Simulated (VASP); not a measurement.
The input files of a VASP run:

INCAR:
```
# general
SYSTEM=KMgF3
PREC  =Accurate
ENCUT =400
LREAL =F
LASPH =T

# electronic loop
EDIFF =1E-6
NELM  =100
ALGO  =Normal

# smearing
ISMEAR=0
SIGMA =0.01

# functional
GGA   =PS

# ions
ISIF  =2

# output
LWAVE =F
LCHARG=F
```

### KPOINTS
```
Automatic mesh
0
Gamma
4 4 4
0 0 0
```

POSCAR:
```
KMgF3
1
    3.9653410000     0.0000000000     0.0000000000
    0.0000000000     3.9653410000     0.0000000000
    0.0000000000     0.0000000000     3.9653410000
K Mg F
1 1 3
Direct
  0.5000000000   0.5000000000   0.5000000000
  0.0000000000   0.0000000000   0.0000000000
  0.0000000000   0.5000000000   0.0000000000
  0.5000000000   0.0000000000   0.0000000000
  0.0000000000   0.0000000000   0.5000000000
```

POTCAR, in this order: K_sv Mg F (PBE.64 set). Program: vasp_std.

Question: Write an equivalent input for Quantum ESPRESSO's pw.x.

Answer: One equivalent input (not run):
```
&CONTROL
  calculation = 'scf'
  pseudo_dir = './pseudo'
  outdir = './out'
  tprnfor = .true.
  tstress = .true.
/
&SYSTEM
  ibrav = 0
  nat = 5
  ntyp = 3
  ecutwfc = 84
  occupations = 'smearing'
  smearing = 'gaussian'
  degauss = 0.000735
  input_dft = 'pbesol'
/
&ELECTRONS
  conv_thr = 7.3e-08
  electron_maxstep = 100
/
ATOMIC_SPECIES
  K 39.098 K.upf
  Mg 24.305 Mg.upf
  F 18.998 F.upf
CELL_PARAMETERS angstrom
     3.9653410    0.0000000    0.0000000
     0.0000000    3.9653410    0.0000000
     0.0000000    0.0000000    3.9653410
ATOMIC_POSITIONS crystal
  K    0.5000000  0.5000000  0.5000000
  Mg   0.0000000  0.0000000  0.0000000
  F    0.0000000  0.5000000  0.0000000
  F    0.5000000  0.0000000  0.0000000
  F    0.0000000  0.0000000  0.5000000
K_POINTS automatic
  4 4 4 0 0 0
```
The two are equivalent in intent, not identical: the potentials are each code's own (VASP's PAW set, PseudoDojo norm-conserving files in pw.x), so ENCUT and ecutwfc are chosen apart and not converted; conv_thr bounds pw.x's estimated SCF error, while EDIFF bounds the energy change between steps.

The structure comes from a computed database's KMgF3 entry; how it stands against other phases isn't given here. The cell was not relaxed at this level.
